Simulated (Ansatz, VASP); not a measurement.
# Sc: VASP beside Ansatz, part 2 of 2

Aim: how closely do two programs agree when they are given the same cell, functional and k mesh? The cell is taken from a series of runs on this material, whose earlier steps may have relaxed, scaled, displaced or heated it; both programs get it as it stands.

VASP 6.6.1 and Ansatz 0.2.0.

So far: Starting point; VASP: zone-centre phonons, LDA, pair 1; Ansatz: zone-centre phonons, LDA, pair 1; Side by side.

### 5. Ansatz: zone-centre phonons, LDA, pair 2

Level of this step: Ansatz beside VASP: Kohn-Sham DFT, plane waves, LDA (Ansatz).

Second derivatives magnify differences that forces hide, and they need a tight electronic threshold. The cell compared in this pair holds 44.51 Å³, against 44.40 Å³ for the pair before.

The cell is taken from a series of runs on this material, whose earlier steps may have relaxed, scaled, displaced or heated it; both programs get it as it stands.

The input, input.yaml:

```yaml
crystal:
  lattice:
    - [3.2444888476, 0.0, 0.0]
    - [-1.6222444238, 2.8098097643, 0.0]
    - [0.0, 0.0, 4.8826004978]
  atoms:
    - { symbol: Sc, position: [0.3333333632, 0.6666666368, 0.25] }
    - { symbol: Sc, position: [0.6666666368, 0.3333333632, 0.75] }
kpoints:
  mp_grid: { grid: [15, 15, 8] }
hamiltonian:
  xc: lda
  pseudopotentials: { kind: paw, azcp: { folder: soft_1 }, xc_functional: pbe }
scf:
  occupations: { method: methfessel_paxton, width: 0.2 }
output:
  eigenvalues: true
phonons:
  method: dfpt
```

Command:

```console
$ ansatz run input.yaml --threads 4 --pin off --max-ram 10240MiB --backend cpu --events-out ev --progress --plain --runs-dir out
```

Numbers of over 12 decimals in the logs are rounded to 6 here.

The program printed:

```text
[...]
Crystal: 2 atoms, lattice volume = 44.512 Å³
Basis set: ecut = 420 eV, 893 PW (Γ), exchange–correlation on 48×48×72 points (8 copies of the dense FFT grid, shifted against one another)
Bands: 15, of which v1, the nominal top of the filled ones, is band 11 counted from 1 (10 counted from 0)
Symmetry: 24 space group operations
k-points: 320 of 1800 (irreducible under 4 space group operations, time reversal used)
[...]
k-point 1: bands = [... 7 lower, -17.2214, 4.9200, 8.1967, 11.1408, 11.5571, 11.5571, 12.1133, 12.1270]
  k-point 2: bands = [... 7 lower, -17.2737, 5.2769, 7.8657, 10.9324, 11.4422, 11.4422, 11.8747, 11.9094]
  k-point 319: bands = [... 7 lower, -17.3119, 8.6481, 8.6481, 10.1991, 10.1991, 10.8340, 10.8340, 12.4107]
[...]
ASR residual: 5.105e-5 → 0.000e0 eV/Å²; symmetrization residual: 2.851e-13 eV/Å²
  ASR residual per site (eV/Å²): 5.11e-5 5.11e-5
  Γ frequencies (cm⁻¹): 0.00 0.00 0.00 143.89 143.89 257.28
[...]
[key lines of the parts left out:]
SCF converged after 8 iterations
Free energy (F): -4178.022652 eV
Fermi energy:    10.025583 eV
```

### 6. VASP: zone-centre phonons, LDA, pair 2

The same cell, functional (in two slightly different forms), mesh and smearing now go to VASP, with its own data sets.

The input, INCAR:

```
SYSTEM = Sc
PREC = Accurate
ENCUT = 500
EDIFF = 1E-08
NELM = 120
ISMEAR = 1
SIGMA = 0.2
LREAL = .FALSE.
ALGO = Normal
GGA = PW92
NBANDS = 17
LASPH = .TRUE.
LORBIT = 11
LWAVE = .FALSE.
LCHARG = .FALSE.
ISIF = 2
IBRION = 8
GGA_COMPAT = .FALSE.
KPAR = 2
```

The input, POSCAR:

```
Sc
1.0
    3.2444888476      0.0000000000      0.0000000000
   -1.6222444238      2.8098097643      0.0000000000
    0.0000000000      0.0000000000      4.8826004978
Sc
2
Direct
    0.3333332437      0.6666665771      0.2500000000
    0.6666665771      0.3333332437      0.7500000000
```

The input, KPOINTS:

```
Automatic mesh
0
Gamma
15 15 8
0 0 0
```

PAW data sets: Sc_sv (LDA family, release 64).

Command:

```console
$ mpirun -np 2 vasp_std
```

The program printed:

```text
[banner, memory and clock lines left out]
running    2 mpi-ranks, on    1 nodes
[...]
[... a notice as in an earlier step ...]

 LDA part: xc-table for (Slater(with rela. corr.)+PW92), standard interpolation
 POSCAR, INCAR and KPOINTS ok, starting setup
[...]
entering main loop
       N       E                     dE             d eps       ncg     rms          rms(c)
DAV:   1     0.358006351644E+03    0.35801E+03   -0.10794E+04  4598   0.141E+03
DAV:   2     0.545566832209E+01   -0.35255E+03   -0.34617E+03  6055   0.587E+02
DAV:   3    -0.143977742036E+02   -0.19853E+02   -0.19162E+02  7767   0.175E+02
DAV:   4    -0.146726811588E+02   -0.27491E+00   -0.27247E+00  6680   0.193E+01
[...]
DAV:  10    -0.134190847872E+02   -0.21381E-04   -0.76207E-05  7166   0.130E-01    0.369E-03
DAV:  11    -0.134190853231E+02   -0.53590E-06   -0.12515E-06  7343   0.127E-02    0.963E-04
DAV:  12    -0.134190853260E+02   -0.28440E-08   -0.93184E-08  6513   0.416E-03
   1 F= -.13419085E+02 E0= -.13418777E+02  d E =-.924011E-03
[...]
RMM:  23    -0.723596202005E+00    0.19684E-08   -0.79199E-07 47843   0.101E-02    0.360E-06
RMM:  24    -0.723596201675E+00    0.33067E-09   -0.77028E-07 48444   0.101E-02    0.385E-06
RMM:  25    -0.723596201416E+00    0.25858E-09   -0.74985E-07 48682   0.101E-02    0.392E-06
 first order change of Fermi-energy   0.14554E-04
 force on displaced ion       1 direction 1 :  -1.723  -0.001   0.000
 Linear response progress:
  Degree of freedom:   2/  2
       N       E                     dE             d eps       ncg     rms          rms(c)
RMM:   1    -0.786244823820E+00   -0.78624E+00   -0.10150E+02  6608   0.297E+02
RMM:   2    -0.787850209202E+00   -0.16054E-02   -0.21043E-01 10633   0.544E+00    0.130E-01
RMM:   3    -0.789924168649E+00   -0.20740E-02   -0.80443E-03 11048   0.996E-01    0.463E-02
RMM:   4    -0.788953720463E+00    0.97045E-03   -0.13212E-03 13334   0.292E-01    0.165E-02
[...]
RMM:  26    -0.788724355390E+00    0.91664E-08   -0.11877E-06 16455   0.104E-02    0.140E-06
RMM:  27    -0.788724350638E+00    0.47516E-08   -0.10789E-06 16733   0.104E-02    0.148E-06
RMM:  28    -0.788724346605E+00    0.40330E-08   -0.93319E-07 16728   0.104E-02    0.150E-06
 first order change of Fermi-energy   0.85976E-04
 force on displaced ion       1 direction 3 :  -0.000  -0.000  -5.501
 Linear response finished
```

OUTCAR, selected parts (step 6):

```text
  Total        0.0168753      0.0168753      0.5717355      0.0000000      0.0000000      0.0000000
  in kB        0.6074180      0.6074180     20.5793352      0.0000000      0.0000000      0.0000000
  external PRESSURE =       7.2647237 kB  Pullay stress =       0.0000000 kB

 POSITION                                       TOTAL-FORCE (eV/Angst)
 -----------------------------------------------------------------------------------
     -0.00000      1.87321      1.22065        -0.000000      0.000000      0.000000
      1.62224      0.93660      3.66195         0.000000     -0.000000     -0.000000
 -----------------------------------------------------------------------------------
    total drift:                                0.000318      0.000551      0.000000

[... 1 part as in an earlier step ...]

[... 1 further part left out ...]
```

### 7. Side by side

The two programs side by side:

```
                  quantity  Ansatz   VASP  difference
optical mode 1 to 2 (cm⁻¹)   143.9  144.4     -0.33 %
     optical mode 3 (cm⁻¹)   257.3  258.0     -0.27 %
```

Modes are paired by rising frequency, not by their patterns, so a pair may set unlike modes beside each other; they are those without the splitting of longitudinal modes.

### 8. Outcome

```yaml
r_m_s_difference_of_the_optical_zone_centre_modes_each_program_s_sorted_by_frequency_zone_centre_phonons_lda_pair_1: 0.63 cm⁻¹
r_m_s_difference_of_the_optical_zone_centre_modes_each_program_s_sorted_by_frequency_zone_centre_phonons_lda_pair_2: 0.56 cm⁻¹
```

What this shows: The r.m.s. difference of the optical zone-centre modes, each program's sorted by frequency is 0.63 cm⁻¹ (zone-centre phonons, LDA, pair 1). Such differences can come from data sets, numerical settings and the points named under the comparisons, not from the functional's error against experiment.

[Lines on the potential files, build, host, timing and source positions are cut from VASP's logs without a mark.]

[Logs are printed without paths, hosts, clocks, repeated set-up lines and the standing remarks that a program may print on its own settings, such as how far it seeks lower states.]

[Hosts, paths, dates, database ids (printed as entryN), source tags and the programs' standing remarks are cut or masked in the printed files.]
